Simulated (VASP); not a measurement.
Output of a VASP run:

File OSZICAR:
```
       N       E                     dE             d eps       ncg     rms          rms(c)
DAV:   1     0.615418024883E+03    0.61542E+03   -0.26721E+04  7200   0.178E+03
DAV:   2     0.848919851998E+01   -0.60693E+03   -0.57020E+03  7818   0.524E+02
DAV:   3    -0.646873472845E+02   -0.73177E+02   -0.71217E+02  8554   0.174E+02
DAV:   4    -0.666975294234E+02   -0.20102E+01   -0.19553E+01  8530   0.285E+01
DAV:   5    -0.667428286381E+02   -0.45299E-01   -0.43564E-01  8836   0.439E+00    0.408E+01
DAV:   6    -0.595100125624E+02    0.72328E+01   -0.16851E+02  8378   0.103E+02    0.423E+01
DAV:   7    -0.532018715741E+02    0.63081E+01   -0.11177E+02  8766   0.105E+02    0.188E+01
DAV:   8    -0.509353715996E+02    0.22665E+01   -0.79170E+00  8048   0.245E+01    0.746E+00
DAV:   9    -0.504055468191E+02    0.52982E+00   -0.22775E+00  9578   0.127E+01    0.235E+00
DAV:  10    -0.504264648583E+02   -0.20918E-01   -0.16100E-01  7940   0.337E+00    0.135E+00
DAV:  11    -0.504250137343E+02    0.14511E-02   -0.38144E-02  9092   0.191E+00    0.572E-01
DAV:  12    -0.504244505249E+02    0.56321E-03   -0.46474E-03  9372   0.523E-01    0.290E-01
DAV:  13    -0.504240080664E+02    0.44246E-03   -0.14883E-03  9322   0.380E-01    0.114E-01
DAV:  14    -0.504239821249E+02    0.25941E-04   -0.17752E-04  9232   0.109E-01    0.673E-02
DAV:  15    -0.504239682566E+02    0.13868E-04   -0.68624E-05  8718   0.763E-02    0.248E-02
DAV:  16    -0.504239666013E+02    0.16552E-05   -0.13186E-05  8728   0.244E-02    0.897E-03
DAV:  17    -0.504239665446E+02    0.56743E-07   -0.18320E-06  8972   0.130E-02    0.308E-03
DAV:  18    -0.504239664577E+02    0.86902E-07   -0.20137E-07  5732   0.329E-03
   1 F= -.50423966E+02 E0= -.50423782E+02  d E =-.504240E+02  mag=     4.0000
```

OUTCAR:
```
------------------------ aborting loop because EDIFF is reached ----------------------------------------
  FORCE on cell =-STRESS in cart. coord.  units (eV):
  Direction    XX          YY          ZZ          XY          YZ          ZX
  --------------------------------------------------------------------------------------
  Total       -0.0000201     -0.0000201     -0.0354552      0.0000000      0.0000000      0.0000000
  in kB       -0.0005584     -0.0005584     -0.9845529      0.0000000      0.0000000      0.0000000
  external PRESSURE =      -0.3285566 kB  Pullay stress =       0.0000000 kB
  volume of cell :       57.70
      direct lattice vectors                 reciprocal lattice vectors
     4.445283846  0.000000000  0.000000000     0.224957513  0.000000000  0.000000000
     0.000000000  4.445283846  0.000000000     0.000000000  0.224957513  0.000000000
     0.000000000  0.000000000  2.919793384     0.000000000  0.000000000  0.342489988
 POSITION                                       TOTAL-FORCE (eV/Angst)
 -----------------------------------------------------------------------------------
      0.00000      0.00000      0.00000         0.000000      0.000000      0.000000
      2.22264      2.22264      1.45990         0.000000      0.000000      0.000000
      1.34892      1.34892      0.00000         0.001506      0.001506     -0.000000
      3.57157      0.87372      1.45990         0.001506     -0.001506      0.000000
      0.87372      3.57157      1.45990        -0.001506      0.001506     -0.000000
      3.09636      3.09636      0.00000        -0.001506     -0.001506      0.000000
 -----------------------------------------------------------------------------------
    total drift:                               -0.000000      0.000000      0.000000
  FREE ENERGIE OF THE ION-ELECTRON SYSTEM (eV)
  ---------------------------------------------------
  free  energy   TOTEN  =       -50.4239664577 eV

  energy  without entropy=      -50.4234138118  energy(sigma->0) =      -50.42378224

 total charge

# of ion       s       p       d       tot
------------------------------------------
    1        0.353   6.454   4.020  10.826
    2        0.353   6.454   4.020  10.826
    3        1.569   3.458   0.000   5.027
    4        1.569   3.458   0.000   5.027
    5        1.569   3.458   0.000   5.027
    6        1.569   3.458   0.000   5.027
--------------------------------------------------
tot          6.980  26.740   8.040  41.760

 magnetization (x)

# of ion       s       p       d       tot
------------------------------------------
    1        0.021   0.028   2.017   2.067
    2        0.021   0.028   2.017   2.067
    3       -0.003  -0.061   0.000  -0.063
    4       -0.003  -0.061   0.000  -0.063
    5       -0.003  -0.061   0.000  -0.063
    6       -0.003  -0.061   0.000  -0.063
--------------------------------------------------
tot          0.032  -0.187   4.035   3.880

 reached required accuracy - stopping structural energy minimisation
```
(Selected blocks of OUTCAR.)

POSCAR:
```
CrO2
1
    4.4452838465     0.0000000000     0.0000000000
    0.0000000000     4.4452838465     0.0000000000
    0.0000000000     0.0000000000     2.9197933835
Cr O
2 4
Direct
  0.0000000000   0.0000000000   0.0000000000
  0.5000000000   0.5000000000   0.5000000000
  0.3034506817   0.3034506817   1.0000000000
  0.8034506817   0.1965493183   0.5000000000
  0.1965493183   0.8034506817   0.5000000000
  0.6965493183   0.6965493183   0.0000000000
```

### Question
Write an INCAR and KPOINTS that could have produced this output.

### Answer
One answer among several that fit: the input of the run itself, PW91 GGA, plane waves, VASP's PBE PAW potentials (set 64).

File KPOINTS:
```
Automatic mesh
0
Gamma
 7 7 10
```

INCAR:
```
# general
SYSTEM =CrO2
PREC   =Accurate
ENCUT  =520
LREAL  =.False.   # projection in real space or not
LASPH  =.True.

# electronic loop
EDIFF  =1E-7
NELM   =100
ALGO   =Normal   # blocked Davidson
LMAXMIX=4   # l cut-off of mixed one-centre charges

# smearing
ISMEAR =1   # Methfessel-Paxton
SIGMA  =0.1

# functional
GGA    =91

# spin
ISPIN  =2
MAGMOM =2*2.1 4*-0.1

# ions
IBRION =2   # conjugate gradients
NSW    =30   # most ionic steps
ISIF   =4   # ions and shape, fixed volume
EDIFFG =-0.01

# output
LWAVE  =.False.
LCHARG =.False.
LORBIT =10
```

POTCAR, in this order: Cr_pv O (PBE.64 set). Program: vasp_std.

The compound is CrO2 in the rutile structure. It was relaxed first.
